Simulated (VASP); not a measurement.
Here is the system:

```xyz
4
Lattice="4.1686 2.0827 2.0827 2.0827 4.1686 2.0827 2.0827 2.0827 4.1686" Properties=species:S:1:pos:R:3 pbc="T T T"
Ni     0.0000     0.0000     0.0000
Ni     4.1671     4.1671     4.1671
O      2.0835     2.0835     2.0835
O      6.2506     6.2506     6.2506
```
Starting moments (μB, in the order of the record's atoms Ni Ni O O): 1.3 -1.3 0.0 0.0.

Computed with PBE GGA with D3 dispersion (zero damping), VASP's PBE PAW potentials (set 64) (plane waves; VASP). Numerical set-up: 520 eV cut-off, 10×10×10 Γ-centred mesh, tetrahedra with Blöchl corrections, potentials Ni O.

Task: Predict the cell moment, energy per atom (σ→0).

Result: 
The cell moment is 0.00 μB and the energy per atom (σ→0) is -6.071 eV/atom.

Task: Give the moment on each site (PAW-sphere projection).

Result: 
```
site  moment (μB)
----  -----------
Ni1          1.34
Ni2         -1.34
O3           0.00
O4           0.00
```

The absolute energy has meaning only against runs of the same code, potentials and settings.

The compound is NiO in the rock salt, AFM-II order structure. It was relaxed first.
